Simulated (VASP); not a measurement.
```
KCl
1.0
    0.00000     3.13224     3.13224
    3.13224     0.00000     3.13224
    3.13224     3.13224     0.00000
K Cl
1 1
Direct
  0.00000   0.00000   0.00000
  0.50000   0.50000   0.50000
```

Computed with rev-vdW-DF2, VASP's PBE PAW potentials (set 64) (plane waves; VASP). Numerical set-up: 520 eV cut-off, 7×7×7 Γ-centred mesh, Gaussian smearing of 0.050 eV, potentials K_sv Cl.

Question: Predict the energy per atom (σ→0), band gap (on the k-mesh) with the smallest direct gap where there is one.

Answer: 
```
Item                                         Result
-----------------------------------  --------------
band gap (on the k-mesh)                    5.04 eV
smallest direct gap (on the k-mesh)         5.04 eV
energy per atom (σ→0)                -1.729 eV/atom
```

The compound is KCl in the rock salt structure. It was relaxed first.
